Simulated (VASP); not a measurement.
These are PBE GGA, VASP's PBE PAW potentials (set 64) (plane waves; VASP) values and carry that method's errors.

VASP input:

### INCAR
```
EDIFF = 1E-6   ! SCF stop (eV)
ISMEAR = 0   ! Gaussian
SIGMA = 0.05
LASPH = .TRUE.   ! aspherical one-centre terms
ISIF = 3
EDIFFG = -0.01   ! ionic stop
ALGO = Normal   ! blocked Davidson
LWAVE = .FALSE.
PREC = Accurate
SYSTEM = KCl
GGA = PE   ! PBE
NELM = 100   ! most electronic steps
NSW = 60   ! most ionic steps
LREAL = .FALSE.   ! projection in real space or not
IBRION = 2   ! conjugate gradients
ENCUT = 400   ! plane-wave cut-off (eV)
LCHARG = .FALSE.
```

### POSCAR
```
KCl
1.0
  0.0000000000   3.1919840206   3.1919840206
  3.1919840206   0.0000000000   3.1919840206
  3.1919840206   3.1919840206   0.0000000000
K Cl
1 1
Cartesian
  0.0000000000   0.0000000000   0.0000000000
  3.1919840206   3.1919840206   3.1919840206
```

### KPOINTS
```
Automatic
0
gamma
7 7 7
```

POTCAR, in this order: K_sv Cl (PBE.64 set). Program: vasp_std.

Output of the run:

**OSZICAR**
```
       N       E                     dE             d eps       ncg     rms          rms(c)
DAV:   1     0.915173568427E+02    0.91517E+02   -0.62915E+03   480   0.963E+02
DAV:   2    -0.219303439188E+01   -0.93710E+02   -0.87621E+02   688   0.246E+02
DAV:   3    -0.696275805011E+01   -0.47697E+01   -0.47505E+01   612   0.526E+01
DAV:   4    -0.711445081705E+01   -0.15169E+00   -0.15155E+00   808   0.841E+00
DAV:   5    -0.711518767733E+01   -0.73686E-03   -0.73684E-03   624   0.695E-01    0.315E+00
DAV:   6    -0.681264672398E+01    0.30254E+00   -0.56419E-01   584   0.404E+00    0.258E+00
DAV:   7    -0.679607636045E+01    0.16570E-01   -0.13617E-01   608   0.218E+00    0.151E+00
DAV:   8    -0.680916051871E+01   -0.13084E-01   -0.21549E-02   652   0.120E+00    0.183E-01
DAV:   9    -0.681007687010E+01   -0.91635E-03   -0.14746E-03   632   0.257E-01    0.105E-01
DAV:  10    -0.681076661962E+01   -0.68975E-03   -0.66635E-04   548   0.202E-01    0.118E-02
DAV:  11    -0.681077953031E+01   -0.12911E-04   -0.21253E-05   708   0.328E-02    0.618E-03
DAV:  12    -0.681078304588E+01   -0.35156E-05   -0.50964E-06   592   0.168E-02    0.269E-03
DAV:  13    -0.681078317716E+01   -0.13127E-06   -0.50045E-07   468   0.598E-03
   1 F= -.68107832E+01 E0= -.68107832E+01  d E =-.681078E+01
```

### OUTCAR
```
------------------------ aborting loop because EDIFF is reached ----------------------------------------
  FORCE on cell =-STRESS in cart. coord.  units (eV):
  Direction    XX          YY          ZZ          XY          YZ          ZX
  --------------------------------------------------------------------------------------
  Total        0.0006231      0.0006231      0.0006231     -0.0000000     -0.0000000     -0.0000000
  in kB        0.0153479      0.0153479      0.0153479     -0.0000000     -0.0000000     -0.0000000
  external PRESSURE =       0.0153479 kB  Pullay stress =       0.0000000 kB
  volume of cell :       65.04
      direct lattice vectors                 reciprocal lattice vectors
     0.000000000  3.191984021  3.191984021    -0.156642388  0.156642388  0.156642388
     3.191984021  0.000000000  3.191984021     0.156642388 -0.156642388  0.156642388
     3.191984021  3.191984021  0.000000000     0.156642388  0.156642388 -0.156642388
  FREE ENERGIE OF THE ION-ELECTRON SYSTEM (eV)
  ---------------------------------------------------
  free  energy   TOTEN  =        -6.8107831772 eV

  energy  without entropy=       -6.8107831772  energy(sigma->0) =       -6.81078318

 reached required accuracy - stopping structural energy minimisation
```
(Selected blocks of OUTCAR.)

The compound is KCl in the rock salt structure. It was relaxed first. The start is the result of an earlier pass.
